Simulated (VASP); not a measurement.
MgB2:

```
Mg B
1.0
     3.08500    0.00000    0.00000
    -1.54250    2.67169    0.00000
     0.00000    0.00000    3.52300
Mg B
1 2
Direct
  0.00000 0.00000 0.00000
  0.33333 0.66667 0.50000
  0.66667 0.33333 0.50000
```

- Program: VASP 6.6.1
- Task: relaxation of cell and atoms
- Functional: AM05
- Potentials or basis: VASP PAW PBE potentials, release 64 (Mg, B)
- Cutoff: 600 eV
- k mesh: 15 × 15 × 10
- Occupations: methfessel-paxton, width 0.1 eV
- Spin: no spin polarisation

At the start: pressure -3.3 GPa; volume 9.68 Å³/atom.

**Question.** Where does the relaxation end?

**Answer.** Over 4 steps the energy falls by 2.2 meV/atom and the volume is 9.48 Å³/atom (-2.1 %); space group P6/mmm (No. 191, to 0.05 Å).

The path:
| step | energy change (eV) | largest force (eV/Å) | pressure (GPa) | volume (Å³) |
| --- | --- | --- | --- | --- |
| 1 | 0.0000 | 0.0000 | -3.32 | 29.04 |
| 2 | -0.0053 | 0.0000 | 1.46 | 28.20 |
| 3 | -0.0067 | 0.0000 | -0.08 | 28.46 |
| 4 | -0.0067 | 0.0000 | -0.02 | 28.43 |

Final structure:
```yaml
crystal:
  lattice:
    - [3.06060, 0.00000, 0.00000]
    - [-1.53030, 2.65055, 0.00000]
    - [0.00000, 0.00000, 3.50506]
  atoms:
    - { symbol: Mg, position: [0.00000, 0.00000, 0.00000] }
    - { symbol: B, position: [0.33333, 0.66667, 0.50000] }
    - { symbol: B, position: [0.66667, 0.33333, 0.50000] }
```

Caveat: the PAW data sets were made with another functional, which shifts forces and pressure a little.
